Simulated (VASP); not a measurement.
Input for VASP

### POSCAR
```
PbI2
1
    2.2712606407    -3.9339389839    -0.0000000000
    2.2712606407     3.9339389839     0.0000000000
    0.0000000000    -0.0000000000     6.9582270136
Pb I
1 2
Direct
  0.0000000000   1.0000000000   0.0000000000
  0.3333330000   0.6666670000   0.2674998638
  0.6666670000   0.3333330000   0.7325001362
```

### INCAR
```
# general
SYSTEM   = PbI2
PREC     = Accurate
ENCUT    = 520   # plane-wave cut-off (eV)
LREAL    = F
LASPH    = T   # aspherical one-centre terms

# electronic loop
EDIFF    = 1E-6
NELM     = 100
ALGO     = Normal   # blocked Davidson
LMAXMIX  = 4   # l cut-off of mixed one-centre charges

# smearing
ISMEAR   = 0   # Gaussian
SIGMA    = 0.05

# functional
GGA      = ML
LUSE_VDW = T
AGGAC    = 0.0
ZAB_VDW  = -1.8867

# ions
IBRION   = 2   # conjugate gradients
NSW      = 60   # most ionic steps
ISIF     = 3
EDIFFG   = -0.02   # ionic stop

# output
LWAVE    = F
LCHARG   = F
```

### KPOINTS
```
Regular mesh
0
gamma
 5 5 3
0 0 0
```

POTCAR, in this order: Pb_d I (PBE.64 set). Program: vasp_std.

Question: Translate this vdW-DF2 calculation to Quantum ESPRESSO's pw.x.

Answer: One equivalent input (not run):
```
&CONTROL
  calculation = 'vc-relax'
  pseudo_dir = './pseudo'
  outdir = './out'
  tprnfor = .true.
  tstress = .true.
  nstep = 60
  forc_conv_thr = 0.00078
/
&SYSTEM
  ibrav = 0
  nat = 3
  ntyp = 2
  ecutwfc = 70
  occupations = 'smearing'
  smearing = 'gaussian'
  degauss = 0.003675
  input_dft = 'vdw-df2'
/
&ELECTRONS
  conv_thr = 7.3e-08
  electron_maxstep = 100
/
&IONS
/
&CELL
/
ATOMIC_SPECIES
  Pb 207.200 Pb.upf
  I 126.904 I.upf
CELL_PARAMETERS angstrom
     2.2712606   -3.9339390   -0.0000000
     2.2712606    3.9339390    0.0000000
     0.0000000   -0.0000000    6.9582270
ATOMIC_POSITIONS crystal
  Pb   0.0000000  1.0000000  0.0000000
  I    0.3333330  0.6666670  0.2674999
  I    0.6666670  0.3333330  0.7325001
K_POINTS automatic
  5 5 3 0 0 0
```
The two are equivalent in intent, not identical: the potentials are each code's own (VASP's PAW set, PseudoDojo norm-conserving files in pw.x), so ENCUT and ecutwfc are chosen apart and not converted; conv_thr bounds pw.x's estimated SCF error, while EDIFF bounds the energy change between steps; forc_conv_thr acts on force components and is met together with etot_conv_thr.

The compound is PbI2 in the 1T layered structure. This run relaxes it. Symmetry was kept, so distortions that lower it aren't found. The start is the result of an earlier pass.
